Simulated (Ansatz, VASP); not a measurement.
## One calculation of Be2CdS2, two programs

Contents of INCAR:

```
  PREC = Accurate
  ENCUT = 520
  EDIFF = 1E-6
  ISMEAR = 0
  SIGMA = 0.1
  LREAL = F
  LASPH = T
  NELM = 60
  ALGO = Normal
  ISIF = 2
  LWAVE = F
  LCHARG = F
  GGA = PE
  NBANDS = 22
```

The input KPOINTS:

```
Automatic mesh
0
Gamma
  6 6 4
```

Contents of POSCAR:

```
Be2CdS2
1.0
    3.5962109200      0.0000000000      0.0000000000
   -1.7981054600      3.1144100100      0.0000000000
    0.0000000000      0.0000000000      6.1945983100
Be Cd S
2 1 2
Direct
    0.3333333300      0.6666666700      0.3772999900
    0.6666666700      0.3333333300      0.6227000100
    0.0000000000      0.0000000000      0.0000000000
    0.3333333300      0.6666666700      0.7346000100
    0.6666666700      0.3333333300      0.2653999900
```

Input for Ansatz:

```yaml
crystal:
  lattice:
    - [3.59621092, 0.0, 0.0]
    - [-1.79810546, 3.11441001, 0.0]
    - [0.0, 0.0, 6.19459831]
  atoms:
    - { symbol: Be, position: [0.33333333, 0.66666667, 0.37729999] }
    - { symbol: Be, position: [0.66666667, 0.33333333, 0.62270001] }
    - { symbol: Cd, position: [0.0, 0.0, 0.0] }
    - { symbol: S, position: [0.33333333, 0.66666667, 0.73460001] }
    - { symbol: S, position: [0.66666667, 0.33333333, 0.26539999] }
basis:
  ecutwfc: 420
kpoints:
  mp_grid: { grid: [6, 6, 4] }
hamiltonian:
  xc: pbe
scf:
  occupations: { method: gaussian, width: 0.1 }
  lower_state_search: "off"
output:
  forces: true
  stress: true
  eigenvalues: true
```

Change from the starting cell: species swapped into the MgAl2C2 type (P-3m1, No. 164).

Alike in both runs: task single point; functional PBE; k mesh 6 × 6 × 4; occupations gaussian, width 0.1 eV; no spin polarisation.

```csv
,VASP,Ansatz
version,VASP 6.6.1,Ansatz 0.2.0
potentials or method,"VASP PAW PBE potentials, release 64 (Be, Cd, S)","scalar-relativistic, plane waves, PAW"
plane-wave cutoff (eV),520,420
valence electrons in the cell,28,36
```

```csv
,VASP,Ansatz,Ansatz less VASP
gap on the k mesh at the Fermi level (eV),none,none,-
pressure (GPa),15.7,15.1,-0.54
largest component of the traceless stress (GPa),7.70,7.63,-0.067
rms of the force components (eV/Å),0.852,0.830,-0.0227
```

Atom by atom the forces differ by 0.023 eV/Å (rms over components). A gap of «none» marks a metal or a gap that the smearing closes. The two sets of potentials don't hold the same shells in valence.

Caveats: so large a pressure means that the cell lies far from this level's equilibrium, or that cutoff or potentials fall short (VASP); forces of over 1 eV/Å show positions far from the minimum, so gaps and moduli don't describe the material at rest.
